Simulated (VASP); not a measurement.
A VASP calculation is set up with these files.

### KPOINTS
```
Automatic mesh
0
Gamma
9 9 9
0 0 0
```

File POSCAR:
```
Sr
1
    0.0000000000     3.0400000000     3.0400000000
    3.0400000000     0.0000000000     3.0400000000
    3.0400000000     3.0400000000     0.0000000000
Sr
1
Direct
  0.0000000000   0.0000000000   0.0000000000
```

**INCAR**
```
SYSTEM = Sr
PREC = Accurate; ENCUT = 480; LREAL = .False.
LASPH = .True.
EDIFF = 1E-6; NELM = 100; ALGO = Normal
LMAXMIX = 4
ISMEAR = 1; SIGMA = 0.1
GGA = PS
IBRION = 2; NSW = 60; ISIF = 3
EDIFFG = -0.01
LWAVE = .False.; LCHARG = .False.
```

POTCAR, in this order: Sr_sv (PBE.64 set). Program: vasp_std.

Question: Translate this PBEsol calculation to Quantum ESPRESSO's pw.x.

Answer: One equivalent input (not run):
```
&CONTROL
  calculation = 'vc-relax'
  pseudo_dir = './pseudo'
  outdir = './out'
  tprnfor = .true.
  tstress = .true.
  nstep = 60
  forc_conv_thr = 0.00039
/
&SYSTEM
  ibrav = 0
  nat = 1
  ntyp = 1
  ecutwfc = 68
  occupations = 'smearing'
  smearing = 'methfessel-paxton'
  degauss = 0.00735
  input_dft = 'pbesol'
/
&ELECTRONS
  conv_thr = 7.3e-08
  electron_maxstep = 100
/
&IONS
/
&CELL
/
ATOMIC_SPECIES
  Sr 87.620 Sr.upf
CELL_PARAMETERS angstrom
     0.0000000    3.0400000    3.0400000
     3.0400000    0.0000000    3.0400000
     3.0400000    3.0400000    0.0000000
ATOMIC_POSITIONS crystal
  Sr   0.0000000  0.0000000  0.0000000
K_POINTS automatic
  9 9 9 0 0 0
```
What does not carry over: the potentials are each code's own (VASP's PAW set, PseudoDojo norm-conserving files in pw.x), so ENCUT and ecutwfc are chosen apart and not converted; conv_thr bounds pw.x's estimated SCF error, while EDIFF bounds the energy change between steps; forc_conv_thr acts on force components and is met together with etot_conv_thr.

The compound is Sr in the fcc structure. This run relaxes it. Symmetry was kept, so distortions that lower it aren't found.
